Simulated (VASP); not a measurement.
A cell of MoSi2 (MoSi2 type) near equilibrium:

```xyz
3
Lattice="-1.5950 1.5950 3.9117 1.5950 -1.5950 3.9117 1.5950 1.5950 -3.9117" Properties=species:S:1:pos:R:3 pbc="T T T"
Si     0.0000     0.0000     5.2022
Si     0.0000     0.0000     2.6213
Mo     0.0000     0.0000     0.0000
```

Computed with PBEsol GGA, VASP's PBE PAW potentials (set 64) (plane waves; VASP).

```
run               ΔE (meV/atom)   σxx   σyy   σzz  largest shear component, with its sign (GPa)  largest force (eV/Å)
----------------  -------------  ----  ----  ----  --------------------------------------------  --------------------
as it is                    0.0  0.34  0.34  0.28                                          0.00                 0.011
after one change           12.5  0.69  0.69  1.20                                          0.00                 1.005
```
Stress is in GPa, positive when the cell is compressed.

Task: Which change was made?
A. uniaxial strain of -3.0 % along y
B. atom 2 (Si) moved by 0.075 Å along x
C. atom 3 (Mo) moved by 0.075 Å along z
D. atom 2 (Si) moved by 0.100 Å along y

Result: C, atom 3 (Mo) moved by 0.075 Å along z

The compound is MoSi2 in the MoSi2 type structure.
